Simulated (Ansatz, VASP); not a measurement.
# ZnS (Wurtzite-2H) in two plane-wave programs, part 2 of 2

Wanted: the spread between two codes on one cell, functional and k mesh. The structure shown is the end of the Ansatz relaxation below.

VASP 6.6.1 and Ansatz 0.2.0.

So far. Step 3 (VASP: single point, r2SCAN, pair 1): The run ends at a pressure of 1.18 GPa, with forces up to 0.0062 eV/Å.

## (4) Comparison

Known differences besides the potentials themselves: VASP keeps PBE cores, Ansatz makes them for the functional; fixed occupations in Ansatz, narrow Gaussian smearing in VASP; the cutoff is 500 eV in Ansatz and 550 eV in VASP; Ansatz's pressure holds a Pulay correction, VASP's none. Total energies have different zeros and are not compared.

The two programs side by side:

```csv
quantity,Ansatz,VASP,difference
pressure (GPa),1.20,1.18,+0.02
gap on the k mesh (eV),2.842,2.856,-0.014
```

At this near-relaxed geometry the largest component of a force difference is 6 meV/Å. A gap on the mesh is an upper bound, since the band edges may lie between its points.

## (5) Ansatz: relaxation, r2SCAN

This run makes the geometry at which the two programs are then compared. The cell compared in this pair holds 79.59 Å³, against 77.23 Å³ for the pair before.

The structure compared here is the end of the Ansatz relaxation.

input.yaml

```yaml
crystal:
  lattice:
    - [3.8259636906, 0.0, 0.0]
    - [-1.9129818453, 3.31338175, 0.0]
    - [0.0, 0.0, 6.2779737859]
  atoms:
    - { symbol: Zn, position: [0.3333333333, 0.6666666667, 0.0003799406] }
    - { symbol: Zn, position: [0.6666666667, 0.3333333333, 0.5003799406] }
    - { symbol: S, position: [0.3333333333, 0.6666666667, 0.3746200594] }
    - { symbol: S, position: [0.6666666667, 0.3333333333, 0.8746200594] }
kpoints:
  mp_grid: { grid: [9, 9, 4] }
hamiltonian:
  xc: r2scan
  pseudopotentials: { kind: paw, azcp: { folder: soft_1 } }
scf:
  occupations: { method: fixed }
output:
  forces: true
  stress: true
  eigenvalues: true
relax:
  adjacent_minimum: "off"
  f_tol: 0.001
  max_steps: 60
  cell: { stress_tol: 0.01, fix: [volume] }
```

Command:

```bash
ansatz run input.yaml --threads 4 --pin off --max-ram 8192MiB --backend cpu --events-out ev --progress --plain --runs-dir out
```

Numbers of over 12 decimals in the logs are rounded to 6 here.

The program printed:

```text
[...]
Crystal: 4 atoms, lattice volume = 79.585 Å³
Basis set: ecut = 500 eV, 1985 PW (Γ), exchange–correlation on 120×120×192 points (64 copies of the dense FFT grid, shifted against one another)
Bands: 22, of which v1, the nominal top of the filled ones, is band 18 counted from 1 (17 counted from 0)
Symmetry: 12 space group operations
[...]
--- Relaxed structure (4 steps of the walk, 4 accepted, 1 SCFs on fresh bases) ---
[...]
cell:  # Å, volume = 79.5851 Å³
    - [3.826561, 0.0, 0]
    - [-1.913280, 3.313899, 0]
    - [0, 0, 6.276015]
  atoms:
    - { symbol: Zn, position: [0.333333, 0.666667, 0.000289142] }
    - { symbol: Zn, position: [0.666667, 0.333333, 0.500289] }
    - { symbol: S, position: [0.333333, 0.666667, 0.374711] }
    - { symbol: S, position: [0.666667, 0.333333, 0.874711] }
[key lines of the parts left out:]
SCF converged after 6 iterations
Free energy (F): -8466.889995 eV
Fermi energy:    5.399215 eV
P = ⅓ Tr σ = -1.1274 GPa (-11.274 kbar)
```

## (6) VASP: single point, r2SCAN, pair 2

The same cell, functional and mesh now go to VASP, with its own data sets.

INCAR

```
SYSTEM = ZnS
PREC = Accurate
ENCUT = 550
EDIFF = 1E-06
NELM = 120
ISMEAR = 0
SIGMA = 0.01
LREAL = .FALSE.
ALGO = Normal
METAGGA = R2SCAN
LASPH = .TRUE.
NBANDS = 24
LORBIT = 11
LWAVE = .FALSE.
LCHARG = .FALSE.
ISIF = 2
GGA_COMPAT = .FALSE.
EFERMI = MIDGAP
LMIXTAU = .TRUE.
KPAR = 2
```

POSCAR

```
ZnS
1.0
    3.8265608023      0.0000000000      0.0000000000
   -1.9132804012      3.3138988639      0.0000000000
    0.0000000000      0.0000000000      6.2760146589
Zn S
2 2
Direct
    0.3333333333      0.6666666667      0.0002891419
    0.6666666667      0.3333333333      0.5002891419
    0.3333333333      0.6666666667      0.3747108581
    0.6666666667      0.3333333333      0.8747108581
```

KPOINTS

```
Automatic mesh
0
Gamma
9 9 4
0 0 0
```

Potentials, in the order of the species: Zn and S (PBE family, release 64).

Command:

```bash
mpirun -np 2 vasp_std
```

The program printed:

```text
[banner, memory and clock lines left out]
running    2 mpi-ranks, on    1 nodes
[...]
[... a notice as in an earlier step ...]

 LDA part: xc-table for (None), standard interpolation
 POSCAR, INCAR and KPOINTS ok, starting setup
[...]
entering main loop
       N       E                     dE             d eps       ncg     rms          rms(c)
DAV:   1     0.215235665642E+03    0.21524E+03   -0.18330E+04  1728   0.192E+03
DAV:   2    -0.216575740546E+02   -0.23689E+03   -0.22868E+03  1856   0.380E+02
DAV:   3    -0.434391138431E+02   -0.21782E+02   -0.21674E+02  2128   0.116E+02
DAV:   4    -0.438611474480E+02   -0.42203E+00   -0.42180E+00  2000   0.168E+01
[...]
DAV:  17    -0.377183147266E+02    0.43683E-05   -0.60234E-06  2040   0.201E-02    0.117E-02
DAV:  18    -0.377183164112E+02   -0.16846E-05   -0.23560E-06  1768   0.139E-02    0.493E-03
DAV:  19    -0.377183172557E+02   -0.84455E-06   -0.91661E-07  1344   0.850E-03
   1 F= -.37718317E+02 E0= -.37718317E+02  d E =0.000000E+00
```

From OUTCAR (step 6):

```text
  Total       -0.5786220     -0.5786220     -0.5829021      0.0000000      0.0000000      0.0000000
  in kB      -11.6485993    -11.6485993    -11.7347657      0.0000000      0.0000000      0.0000000
  external PRESSURE =     -11.6773214 kB  Pullay stress =       0.0000000 kB

 POSITION                                       TOTAL-FORCE (eV/Angst)
 -----------------------------------------------------------------------------------
     -0.00000      2.20927      0.00181         0.000000      0.000000     -0.009642
      1.91328      1.10463      3.13982        -0.000000      0.000000     -0.009642
     -0.00000      2.20927      2.35169        -0.000000      0.000000      0.009642
      1.91328      1.10463      5.48970         0.000000     -0.000000      0.009642
 -----------------------------------------------------------------------------------
    total drift:                                0.000000      0.000000     -0.042759

  FREE ENERGIE OF THE ION-ELECTRON SYSTEM (eV)
  ---------------------------------------------------
  free  energy   TOTEN  =       -37.7183172557 eV

  energy  without entropy=      -37.7183172557  energy(sigma->0) =      -37.71831726

[... 1 part as in an earlier step ...]

[... 2 further parts left out ...]
[key lines of the parts left out:]
E-fermi :   3.1269
```

The run ends at a pressure of -1.17 GPa, with forces up to 0.0096 eV/Å.

## (7) Differences

Compared:

```csv
quantity,Ansatz,VASP,difference
pressure (GPa),-1.13,-1.17,+0.04
gap on the k mesh (eV),2.703,2.714,-0.011
```

At this near-relaxed geometry the largest component of a force difference is 10 meV/Å. A gap on the mesh is an upper bound, since the band edges may lie between its points.

## (8) Summary of results

```yaml
difference_in_gap_on_the_k_mesh_single_point_r2scan_pair_1: -0.014 eV
difference_in_gap_on_the_k_mesh_single_point_r2scan_pair_2: -0.011 eV
```

What this shows: The difference in gap on the k mesh is -0.014 eV (single point, r2SCAN, pair 1), within the 0.08 eV picked in this series as the mark of a large difference. 1 further run of this series is not shown here. How closely two codes agree says nothing of how well the functional describes the real material.

[Lines on the potential files, build, host, timing and source positions are cut from VASP's logs without a mark.]

[Logs are printed without paths, hosts, clocks, repeated set-up lines and the standing remarks that a program may print on its own settings, such as how far it seeks lower states.]

[Hosts, paths, dates, database ids (printed as entryN), source tags and the programs' standing remarks are cut or masked in the printed files.]
